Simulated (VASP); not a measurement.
```
CELL_PARAMETERS angstrom
      4.67260     0.00000     0.00000
      0.00000     4.67260     0.00000
      0.00000     0.00000     3.08241
ATOMIC_POSITIONS crystal
  Mg 0.00000 0.00000 0.00000
  Mg 0.50000 0.50000 0.50000
  F  0.30314 0.30314 0.00000
  F  0.80314 0.19686 0.50000
  F  0.19686 0.80314 0.50000
  F  0.69686 0.69686 0.00000
```

All values below come from PW91 GGA, VASP's PBE PAW potentials (set 64) (plane waves; VASP 6.6.1). Settings: 520 eV cut-off, Gaussian smearing of 0.050 eV, potentials Mg F.

Q: Give the energies of bands 5 to 18 at the high-symmetry points, in eV from the valence-band maximum.

A: 
| band | Γ | X | M | Z | R | A |
|---|---|---|---|---|---|---|
| 5 | -3.96 | -3.22 | -3.02 | -2.90 | -3.07 | -3.64 |
| 6 | -2.37 | -3.22 | -3.02 | -2.90 | -3.07 | -3.64 |
| 7 | -2.02 | -1.70 | -2.03 | -2.39 | -2.86 | -2.91 |
| 8 | -2.02 | -1.70 | -2.03 | -2.39 | -2.86 | -2.91 |
| 9 | -1.85 | -1.53 | -1.27 | -2.15 | -2.00 | -1.43 |
| 10 | -1.81 | -1.53 | -1.27 | -2.15 | -2.00 | -1.43 |
| 11 | -1.19 | -1.33 | -1.24 | -1.40 | -1.31 | -1.37 |
| 12 | -1.19 | -1.33 | -1.24 | -1.40 | -1.31 | -1.37 |
| 13 | -0.72 | -0.95 | -0.92 | -1.09 | -0.71 | -0.58 |
| 14 | -0.32 | -0.95 | -0.92 | -1.09 | -0.71 | -0.58 |
| 15 | -0.32 | -0.36 | -0.73 | -0.82 | -0.63 | -0.47 |
| 16 | 0.00 | -0.36 | -0.73 | -0.82 | -0.63 | -0.47 |
| 17 | 6.93 | 9.29 | 10.91 | 11.61 | 12.54 | 12.98 |
| 18 | 12.06 | 9.29 | 10.91 | 11.61 | 12.54 | 12.98 |

The gap is direct, 6.93 eV, from the valence maximum at Γ to the conduction minimum at Γ.

Measured: gap 12.40 eV (computed value off by -5.47 eV), as given by Andrés Aguado et al., Journal of the Physical Society of Japan (1999), arXiv:cond-mat/9901145.

The compound is MgF2 in the rutile structure. It was relaxed first.
